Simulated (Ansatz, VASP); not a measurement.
# BaZnPF: VASP beside Ansatz

Aim: how closely do two programs agree when they are given the same cell, functional and k mesh?

Main program and level: Ansatz 0.2.0; plane waves, with VASP 6.6.1 beside it; single point at PBE.

## Step 1: The structure

The structure is tetragonal, space group P4/nmm (No. 129). The conventional cell has a = 4.156 Å, b = 4.156 Å, c = 9.457 Å, α = 90.00°, β = 90.00°, γ = 90.00°. Nearest to Ba lie 4 F at 2.62 Å and 4 P at 3.41 Å. Zn has 4 P at 2.51 Å nearest. Nearest to P lie 4 Zn at 2.51 Å and 4 Ba at 3.41 Å. Nearest to F lie 4 Ba at 2.62 Å. Farther neighbours and most contacts between anions are not listed.

As a file:

```cif
data_structure
_symmetry_space_group_name_H-M 'P 1'
_symmetry_Int_Tables_number 1
_cell_length_a 4.1563
_cell_length_b 4.1563
_cell_length_c 9.4574
_cell_angle_alpha 90.000
_cell_angle_beta 90.000
_cell_angle_gamma 90.000
_cell_volume 163.38
loop_
_atom_site_label
_atom_site_type_symbol
_atom_site_fract_x
_atom_site_fract_y
_atom_site_fract_z
_atom_site_occupancy
Ba1 Ba 0.00000 0.50000 0.66823 1
Ba2 Ba 0.50000 0.00000 0.33177 1
Zn3 Zn 0.00000 0.00000 0.00000 1
Zn4 Zn 0.50000 0.50000 0.00000 1
P5 P 0.50000 0.00000 0.85090 1
P6 P 0.00000 0.50000 0.14910 1
F7 F 0.00000 0.00000 0.50000 1
F8 F 0.50000 0.50000 0.50000 1
```

## Step 2: VASP: single point, PBE

A single point gives forces, pressure and levels at one fixed geometry, so differences don't come from the geometry; what else differs is listed under the comparison.

Lines of VASP's logs that name or quote its potential files are left out, and so is its time.

Contents of INCAR:

```
SYSTEM = BaZnPF
PREC = Accurate
ENCUT = 520
EDIFF = 1E-06
NELM = 100
ISMEAR = -1
SIGMA = 0.05
LREAL = .FALSE.
ALGO = Normal
GGA = PE
NBANDS = 42
LORBIT = 11
LWAVE = .FALSE.
LCHARG = .TRUE.
ISIF = 2
LELF = .TRUE.
LVHAR = .TRUE.
```

Contents of POSCAR:

```
BaZnPF
1.0
    4.1563400000      0.0000000000      0.0000000000
    0.0000000000      4.1563400000      0.0000000000
    0.0000000000      0.0000000000      9.4574300000
Ba Zn P F
2 2 2 2
Direct
    0.0000000000      0.5000000000      0.6682300000
    0.5000000000      0.0000000000      0.3317700000
    0.0000000000      0.0000000000      0.0000000000
    0.5000000000      0.5000000000      0.0000000000
    0.5000000000      0.0000000000      0.8509000000
    0.0000000000      0.5000000000      0.1491000000
    0.0000000000      0.0000000000      0.5000000000
    0.5000000000      0.5000000000      0.5000000000
```

Contents of KPOINTS:

```
Automatic mesh
0
Gamma
7 7 3
0 0 0
```

PAW data sets: Ba_sv, Zn, P and F (PBE family, release 64).

On the command line:

```console
$ mpirun -np 4 vasp_std
```

Numbers of over 12 decimals in the logs are rounded to 6 here.

The log of the run:

```text
[banner, memory and clock lines left out]
running    4 mpi-ranks, on    1 nodes
 distrk:  each k-point on    4 cores,    1 groups
 distr:  one band on    1 cores,    4 groups

 POSCAR found type information on POSCAR BaZnP F
 POSCAR found :  4 types and       8 ions
 LDA part: xc-table for (Slater+PW92), standard interpolation
|                                                                             |
|           W    W    AA    RRRRR   N    N  II  N    N   GGGG   !!!           |
|           W    W   A  A   R    R  NN   N  II  NN   N  G    G  !!!           |
|           W    W  A    A  R    R  N N  N  II  N N  N  G       !!!           |
|           W WW W  AAAAAA  RRRRR   N  N N  II  N  N N  G  GGG   !            |
|           WW  WW  A    A  R   R   N   NN  II  N   NN  G    G                |
|           W    W  A    A  R    R  N    N  II  N    N   GGGG   !!!           |
|                                                                             |
|     The number of bands has been changed from the values supplied in        |
|     The orbitals not found in the WAVECAR file will be initialized with     |
|     random numbers, which is usually adequate. For correlated               |
|     calculations, however, you should redo the groundstate calculation.     |
|     I found NBANDS = 42. Now, NBANDS = 44.                                  |
|                                                                             |

 POSCAR, INCAR and KPOINTS ok, starting setup
 FFT: planning ... GRIDC
 FFT: planning ... GRID_SOFT
 FFT: planning ... GRID
 WAVECAR not read
 entering main loop
       N       E                     dE             d eps       ncg     rms          rms(c)
DAV:   1     0.659974275585E+03    0.65997E+03   -0.31013E+04  1760   0.164E+03
DAV:   2     0.494852721326E+02   -0.61049E+03   -0.57540E+03  1888   0.400E+02
DAV:   3    -0.341894871247E+02   -0.83675E+02   -0.82631E+02  1964   0.158E+02
DAV:   4    -0.385432639392E+02   -0.43538E+01   -0.43360E+01  2392   0.313E+01
DAV:   5    -0.386784537537E+02   -0.13519E+00   -0.13508E+00  2552   0.550E+00    0.120E+01
DAV:   6    -0.353461305297E+02    0.33323E+01   -0.12641E+01  2400   0.429E+01    0.793E+00
DAV:   7    -0.354013208937E+02   -0.55190E-01   -0.29138E+00  2096   0.924E+00    0.432E+00
DAV:   8    -0.353802871715E+02    0.21034E-01   -0.19495E-01  2200   0.276E+00    0.126E+00
DAV:   9    -0.353793488916E+02    0.93828E-03   -0.47265E-02  2668   0.172E+00    0.247E-01
DAV:  10    -0.353807283790E+02   -0.13795E-02   -0.81092E-03  2024   0.439E-01    0.179E-01
DAV:  11    -0.353818908549E+02   -0.11625E-02   -0.18159E-03  2168   0.281E-01    0.568E-02
DAV:  12    -0.353819630180E+02   -0.72163E-04   -0.50734E-04  2512   0.160E-01    0.178E-02
DAV:  13    -0.353819755430E+02   -0.12525E-04   -0.53915E-05  1992   0.408E-02    0.950E-03
DAV:  14    -0.353819763449E+02   -0.80189E-06   -0.55641E-06  2232   0.123E-02
   1 F= -.35381976E+02 E0= -.35381823E+02  d E =-.307041E-03
```

From OUTCAR (step 2):

```text
ion  position               nearest neighbor table
   1  0.000  0.500  0.668-   7 2.62   8 2.62   7 2.62   8 2.62   5 3.41   5 3.41   5 3.41   5 3.41
                             4 3.76   3 3.76   4 3.76   3 3.76   2 4.33   2 4.33   2 4.33   2 4.33
   2  0.500  0.000  0.332-   7 2.62   8 2.62   8 2.62   7 2.62   6 3.41   6 3.41   6 3.41   6 3.41
                             3 3.76   4 3.76   4 3.76   3 3.76   1 4.33   1 4.33   1 4.33   1 4.33
   3  0.000  0.000  0.000-   5 2.51   6 2.51   6 2.51   5 2.51   4 2.94   4 2.94   4 2.94   4 2.94
                             2 3.76   1 3.76   2 3.76   1 3.76
   4  0.500  0.500  0.000-   5 2.51   6 2.51   5 2.51   6 2.51   3 2.94   3 2.94   3 2.94   3 2.94
                             1 3.76   2 3.76   2 3.76   1 3.76
   5  0.500  0.000  0.851-   3 2.51   4 2.51   4 2.51   3 2.51   1 3.41   1 3.41   1 3.41   1 3.41

  LATTYP: Found a simple tetragonal cell.
 ALAT       =     4.1563400000
 C/A-ratio  =     2.2754226074

 Subroutine GETGRP returns: Found 16 space group operations
 (whereof  8 operations were pure point group operations)

The static configuration has the point symmetry D_2d.
 The point group associated with its full space group is D_4h.

 Found     20 irreducible k-points:

   k-points           NKPTS =     20   k-points in BZ     NKDIM =     20   number of bands    NBANDS=     44

   dimension x,y,z NGX =    32 NGY =   32 NGZ =   70
   dimension x,y,z NGXF=    64 NGYF=   64 NGZF=  140

   ENCUT  =  520.0 eV  38.22 Ry    6.18 a.u.   7.73  7.73 17.58*2*pi/ulx,y,z

   NELECT =      68.0000    total number of electrons

 k-points in reciprocal lattice and weights: Automatic mesh
   0.00000000  0.00000000  0.00000000       0.007
   0.14285714  0.00000000  0.00000000       0.027
   0.28571429  0.00000000  0.00000000       0.027
   0.42857143  0.00000000  0.00000000       0.027
   0.14285714  0.14285714  0.00000000       0.027
   0.28571429  0.14285714  0.00000000       0.054
   0.42857143  0.14285714  0.00000000       0.054
   0.28571429  0.28571429  0.00000000       0.027
   0.42857143  0.28571429  0.00000000       0.054
[...]
0.42857143  0.28571429  0.33333333       0.109
   0.42857143  0.42857143  0.33333333       0.054

 average (electrostatic) potential at core
       1 -36.0599       2 -36.0599       3 -36.0292       4 -36.0292       5 -84.3652
       6 -84.3652       7 -76.6340       8 -76.6340

 E-fermi :   3.5236

 k-point     1 :       0.0000    0.0000    0.0000
  band No.  band energies     occupation
    ...
     30       1.0702      2.00000
     31       1.0702      2.00000
     32       2.7134      2.00000
     33       3.2529      1.99113
     34       3.2529      1.99113
     35       3.7015      0.05539
     36       4.8689      0.00000
     37       5.6532      0.00000
     38       5.6759      0.00000
     39       6.9171      0.00000
    ...

 k-point     2 :       0.1429    0.0000    0.0000
  band No.  band energies     occupation
    ...
     30       0.2345      2.00000
     31       1.2123      2.00000
     32       2.5697      2.00000
     33       2.7409      2.00000
     34       3.1834      1.99778
     35       4.3126      0.00000
     36       5.4669      0.00000
     37       5.8155      0.00000
     38       6.5742      0.00000
     39       6.6756      0.00000
    ...

 k-point     3 :       0.2857    0.0000    0.0000
  band No.  band energies     occupation
    ...
     30      -0.4343      2.00000
     31       1.5893      2.00000
     32       1.9345      2.00000
     33       2.7108      2.00000
     34       2.9601      1.99997
     35       4.8803      0.00000
     36       5.7994      0.00000
     37       5.9100      0.00000
     38       7.1078      0.00000
     39       7.2425      0.00000
    ...

  Total        1.7476729      1.7476729      1.9470767      0.0000000      0.0000000      0.0000000
  in kB       17.1386048     17.1386048     19.0940643      0.0000000      0.0000000      0.0000000
  external PRESSURE =      17.7904246 kB  Pullay stress =       0.0000000 kB

  energy-cutoff  :      520.00
  volume of cell :      163.38
      direct lattice vectors                 reciprocal lattice vectors
     4.156340000  0.000000000  0.000000000     0.240596294  0.000000000  0.000000000
     0.000000000  4.156340000  0.000000000     0.000000000  0.240596294  0.000000000
     0.000000000  0.000000000  9.457430000     0.000000000  0.000000000  0.105736971

 POSITION                                       TOTAL-FORCE (eV/Angst)
 -----------------------------------------------------------------------------------
      0.00000      2.07817      6.31974         0.000000      0.000000      0.287504
      2.07817      0.00000      3.13769         0.000000     -0.000000     -0.287504
      0.00000      0.00000      0.00000         0.000000      0.000000     -0.000000
      2.07817      2.07817      0.00000         0.000000     -0.000000     -0.000000
      2.07817      0.00000      8.04733         0.000000      0.000000     -0.011539
      0.00000      2.07817      1.41010         0.000000     -0.000000      0.011539
      0.00000      0.00000      4.72872         0.000000     -0.000000     -0.000000
      2.07817      2.07817      4.72872         0.000000      0.000000     -0.000000
 -----------------------------------------------------------------------------------
    total drift:                                0.000000     -0.000000     -0.000000

  FREE ENERGIE OF THE ION-ELECTRON SYSTEM (eV)
  ---------------------------------------------------
  free  energy   TOTEN  =       -35.3819763449 eV

  energy  without entropy=      -35.3816693036  energy(sigma->0) =      -35.38182282

 total charge
# of ion       s       p       d       tot
------------------------------------------
    1        2.005   5.628   0.277   7.910
    2        2.005   5.628   0.277   7.910
    3        0.528   0.458   9.763  10.748
    4        0.528   0.458   9.763  10.748
    5        1.028   1.482   0.000   2.510
    6        1.028   1.482   0.000   2.510
    7        1.737   4.370   0.000   6.107
    8        1.737   4.370   0.000   6.107
--------------------------------------------------
tot         10.597  23.874  20.079  54.550

[... 3 further parts left out ...]
```

The gap is read on the k-mesh alone, so it is an upper bound where the band edges lie off the mesh. Harder data sets than Ba_sv exist (the GW ones), and pressures, volumes and forces can shift noticeably with them.

## Step 3: Ansatz: single point, PBE

Ansatz runs on its default PAW (the set named soft_2) files.

The same cell, functional, mesh and smearing now go to Ansatz, which takes its cutoff from its data sets.

Contents of input.yaml:

```yaml
crystal:
  lattice:
    - [4.15634, 0.0, 0.0]
    - [0.0, 4.15634, 0.0]
    - [0.0, 0.0, 9.45743]
  atoms:
    - { symbol: Ba, position: [0.0, 0.5, 0.66823] }
    - { symbol: Ba, position: [0.5, 0.0, 0.33177] }
    - { symbol: Zn, position: [0.0, 0.0, 0.0] }
    - { symbol: Zn, position: [0.5, 0.5, 0.0] }
    - { symbol: P, position: [0.5, 0.0, 0.8509] }
    - { symbol: P, position: [0.0, 0.5, 0.1491] }
    - { symbol: F, position: [0.0, 0.0, 0.5] }
    - { symbol: F, position: [0.5, 0.5, 0.5] }
hamiltonian:
  xc: pbe
  pseudopotentials: { kind: paw }
kpoints:
  mp_grid: { grid: [7, 7, 3] }
scf:
  occupations: { method: fermi_dirac, width: 0.05 }
  n_extra_bands: 6
output:
  forces: true
  stress: true
  eigenvalues: true
```

On the command line:

```console
$ ansatz run input.yaml --threads 4 --pin off --max-ram 9216MiB --backend cpu --events-out ev --progress --plain --runs-dir out
```

The log of the run:

```text
scf.n_extra_bands = 6 over 34 filled bands (N_el = 68.0): the run solves 40 bands
Engine: ansatz 0.2.0, aarch64-unknown-linux-gnu
Pseudopotentials: kind: paw
Pseudopotential: Ba, paw, valence charge 10, recommended cutoff 420 eV (normal), Ba.paw.azcp
Pseudopotential: Zn, paw, valence charge 12, recommended cutoff 420 eV (normal), Zn.paw.azcp
Pseudopotential: P, paw, valence charge 5, recommended cutoff 420 eV (normal), P.paw.azcp
Pseudopotential: F, paw, valence charge 7, recommended cutoff 420 eV (normal), F.paw.azcp
Functional definition: PBE
  parameter kappa = 0.804
  parameter beta = 0.066725
  exchange = pbe_x(kappa = kappa, mu = beta*pi^2/3)
  correlation = pbe_c(beta = beta)
Crystal: 8 atoms, lattice volume = 163.379 Å³
Basis set: ecut = 420 eV, 3159 PW (Γ), exchange–correlation on 60×60×128 points (8 copies of the dense FFT grid, shifted against one another)
Bands: 40, of which v1, the nominal top of the filled ones, is band 34 counted from 1 (33 counted from 0)
Symmetry: 16 space group operations
Space group: P4/nmm (ITA 129), of the structure as read, at distance tolerance 5.5e-5 Å
k-points: 20 of 147
Non-local potential: Ba, projectors of the file, l = 0: 3, l = 1: 2, l = 2: 2, l = 3: 2
Non-local potential: Zn, projectors of the file, l = 0: 2, l = 1: 2, l = 2: 3, l = 3: 1
Non-local potential: P, projectors of the file, l = 0: 2, l = 1: 2, l = 2: 2
Non-local potential: F, projectors of the file, l = 0: 2, l = 1: 2, l = 2: 1
PAW form: soft (Blöchl's): semilocal exchange-correlation on the pseudo side does not see the compensation charge
PAW one-centre angular grid: Ba, 194 points (default); XC on 64 Gauss nodes
PAW one-centre angular grid: Zn, 590 points (default); XC on 64 Gauss nodes
PAW one-centre angular grid: P, 110 points (default); XC on 64 Gauss nodes
PAW one-centre angular grid: F, 110 points (default); XC on 64 Gauss nodes
Initial density: superposition of atomic densities (neutral atoms: chi_scale 0, normalization atom), corrected by the library's trained network
Initial wavefunctions: pseudopotential atomic-orbital guess
Functional: x = pbe(κ = 0.804, μ = 0.219515), c = pbe(β = 0.066725)
SCF iter   1: F=—  HF=-21674.916806 eV  |F-HF|=—  |Δ(HF+E_count)|=         —  Δρ=1.76e-3  dr2=5.76e-3  ethr=1.77e-3  ⟨swp⟩=11.6  Hψ=4470  notcnv=0
preconditioner: auto → Resta (q_TF=auto, 2.357 Å⁻¹)  ε∞=5.9  [insulator: Δε(μ)=0.418 eV  Ē_g=10.195 eV  σ=0.050 eV  W_gap=0.96  n_scr=38 (ndim 8)  ℏωp=22.5 eV  f_vac=0.011  D(μ)=0.03/eV (n_scr^D=0)  ε∞_Penn≈5.9]
SCF iter   2: F=—  HF=-21674.916757 eV  |F-HF|=—  |Δ(HF+E_count)|=   4.93e-5  Δρ=1.05e-3  dr2=2.05e-3  ethr=8.46e-6  ⟨swp⟩=2.3  Hψ=1580  notcnv=0  defer=8
SCF iter   3: F=—  HF=-21674.917010 eV  |F-HF|=—  |Δ(HF+E_count)|=   2.53e-4  Δρ=7.29e-4  dr2=5.75e-4  ethr=3.01e-6  ⟨swp⟩=2.0  Hψ=1394  notcnv=0  defer=8
SCF iter   4: F=—  HF=-21674.916939 eV  |F-HF|=—  |Δ(HF+E_count)|=   7.12e-5  Δρ=2.13e-4  dr2=7.08e-5  ethr=8.46e-7  ⟨swp⟩=2.0  Hψ=1212  notcnv=0  defer=8
SCF iter   5: F=—  HF=-21674.916998 eV  |F-HF|=—  |Δ(HF+E_count)|=   5.87e-5  Δρ=1.33e-4  dr2=2.09e-5  ethr=1.04e-7  ⟨swp⟩=2.0  Hψ=1417  notcnv=0  defer=8
SCF iter   6: F=—  HF=-21674.916997 eV  |F-HF|=—  |Δ(HF+E_count)|=   8.96e-7  Δρ=3.88e-5  dr2=3.75e-6  ethr=3.08e-8  ⟨swp⟩=2.0  Hψ=1217  notcnv=0  defer=8
SCF iter   7: F=—  HF=-21674.916998 eV  |F-HF|=—  |Δ(HF+E_count)|=   9.63e-7  Δρ=1.68e-5  dr2=6.44e-7  ethr=5.51e-9  ⟨swp⟩=3.0  Hψ=1345  notcnv=0  defer=8
SCF iter   8: F=-21674.916998 eV  HF=-21674.916998 eV  |F-HF|=1.16e-8  |Δ(HF+E_count)|=   9.58e-8  Δρ=3.35e-6  dr2=3.21e-8  ethr=1.47e-10  ⟨swp⟩=9.2  Hψ=4253  notcnv=0
SCF 1 converged in 8 iterations: F = -21674.916998 eV  dr2 = 3.21e-8
  greatest PAW one-centre occupation: 0.983 electrons in one spin orbital (limit 2), on the Zn atom at site 3 (counted from 0), in its partial waves of l = 2
SCF converged after 8 iterations
Free energy (F): -21674.916998 eV
Harris-Foulkes:  -21674.916998 eV  (|F-HF|=1.16e-8)
Internal energy: -21674.916668 eV  (E = F + TS)
E sigma→0 (E₀):  -21674.916833 eV
Entropy (-TS):   -0.000330 eV (-0.041 meV/atom)
Fermi energy:    8.744501 eV
--- Per-component energies (eV) ---
  E_band       = -38.818212
  E_kinetic    = 1155.601188
  E_local      = -5943.722719  (includes V_loc(G=0)·N_el)
  E_nonlocal   = 1553.945875
  E_hartree    = 2455.507591
  E_xc         = -897.095196
  E_vxc        = -706.447896  (∫ρ·V_xc dr)
  E_paw        = -15645.099973  (= ΣΔE_a)
  E_vpaw       = -1009.214621  (= ΣTr[D̂ρ^β])
  E_aug_tail   = 0.003365  (compensation charges beyond the density's cutoff)
  E_ewald      = -4354.056797
  E_smearing   = -0.000330  (= −TS)
  E_closure    = -0.000000  (closes the sum)
  Σ components = -21674.916998   (vs F -21674.916998, Δ=0.00e0)
--- Forces (eV/Å), atoms counted from 1 ---
  atom   1  Ba    -0.00000000     0.00000000     0.14441161
  atom   2  Ba    -0.00000000     0.00000000    -0.14441161
  atom   3  Zn     0.00000000     0.00000000     0.00000000
  atom   4  Zn     0.00000000     0.00000000    -0.00000000
  atom   5  P      0.00000000     0.00000000    -0.03520712
  atom   6  P      0.00000000     0.00000000     0.03520712
  atom   7  F      0.00000000     0.00000000    -0.00000000
  atom   8  F      0.00000000     0.00000000     0.00000000
  max |Σ_I F_I| component: 1.25e-16 eV/Å
--- Stress (GPa, compression-positive) ---
        0.898791       0.000000       0.000000
        0.000000       0.898791       0.000000
        0.000000       0.000000       1.050207
  P = ⅓ Tr σ = 0.9493 GPa (9.493 kbar)
--- Band table (eV; the first three rows and the last of 20) ---
  k-point 0: bands = [... 30 lower, 6.2965, 7.9416, 8.4797, 8.4797, 8.9212, 10.1196, 10.7933, 10.9147, ... 2 higher]
  k-point 1: bands = [... 30 lower, 6.2953, 7.7485, 8.4753, 8.4753, 8.9974, 10.2123, 10.4397, 11.3399, ... 2 higher]
  k-point 2: bands = [... 30 lower, 6.4389, 7.7980, 7.9706, 8.4084, 9.5327, 10.7002, 11.0007, 11.7647, ... 2 higher]
  k-point 19: bands = [... 30 lower, 5.7859, 6.1910, 6.2079, 6.4736, 11.1840, 11.2522, 11.7584, 11.7609, ... 2 higher]
```

Wall time 2.4 s (4 threads of Arm Neoverse V2, shared host); peak memory 0.57 GiB.

The run ends at a pressure of 0.95 GPa, with forces up to 0.14 eV/Å.

## Step 4: Comparison

Known differences besides the potentials themselves: the cutoff is 420 eV in Ansatz and 520 eV in VASP; VASP leaves aspherical gradient terms in its spheres out (LASPH is not set), Ansatz keeps them. Total energies have different zeros and are not compared.

The two programs side by side:

| quantity | Ansatz | VASP | difference |
| --- | --- | --- | --- |
| pressure (GPa) | 0.95 | 1.78 | -0.83 |
| pressure without Ansatz's Pulay correction (GPa) | 0.78 | 1.78 | -1.00 |
| gap on the k mesh (eV) | 0.442 | 0.449 | -0.007 |

Forces (eV/Å; atoms numbered as in POSCAR):

| atom | Ansatz x, y, z | VASP x, y, z |
| --- | --- | --- |
| Ba1 | 0.000, 0.000, 0.144 | 0.000, 0.000, 0.288 |
| Ba2 | 0.000, 0.000, -0.144 | 0.000, 0.000, -0.288 |
| Zn3 | 0.000, 0.000, 0.000 | 0.000, 0.000, 0.000 |
| Zn4 | 0.000, 0.000, 0.000 | 0.000, 0.000, 0.000 |
| P5 | 0.000, 0.000, -0.035 | 0.000, 0.000, -0.012 |
| P6 | 0.000, 0.000, 0.035 | 0.000, 0.000, 0.012 |
| F7 | 0.000, 0.000, 0.000 | 0.000, 0.000, 0.000 |
| F8 | 0.000, 0.000, 0.000 | 0.000, 0.000, 0.000 |

The forces differ by 42 meV/Å r.m.s., which is 50.4 % of the r.m.s. force of 0.08 eV/Å (both taken over all components). A gap on the mesh is an upper bound, since the band edges may lie between its points. Ansatz's pressure holds a Pulay correction of 0.17 GPa; VASP's holds none.

## Step 5: Further runs

Further runs change the set-up of one program: Ansatz's method, potentials or start, or VASP's data sets, cutoff or form of LDA. The table gives Ansatz less VASP for each quantity, since a change that brings one quantity closer may part another.

| run | r.m.s. force difference (meV/Å) | pressure (GPa) | gap on the k mesh (eV) |
| --- | --- | --- | --- |
| as above | 42 | -0.83 | -0.0071 |
| Ansatz's larger PAW set (cutoff 1300 eV) | 42 | -0.84 | -0.0048 |
| norm-conserving potentials (cutoff 1320 eV) | 41 | -0.85 | -0.0061 |

## Step 6: Summary of results

```
r.m.s. force difference (single point, PBE) : 42 meV/Å
difference in pressure (single point, PBE)  : -0.83 GPa
```

The r.m.s. force difference is 42 meV/Å (single point, PBE), beyond the 12 meV/Å picked in this series as the mark of a large difference. Single point, PBE, Ansatz's larger PAW set (cutoff 1300 eV): the difference in gap on the k mesh goes from -0.0071 to -0.0048 eV. How closely two codes agree says nothing of how well the functional describes the real material.

[Lines on the potential files, build, host, timing and source positions are cut from VASP's logs without a mark.]

[Logs are printed without paths, hosts, clocks, repeated set-up lines and the standing remarks that a program may print on its own settings, such as how far it seeks lower states.]

[Hosts, paths, dates, database ids (printed as entryN), source tags and the programs' standing remarks are cut or masked in the printed files.]
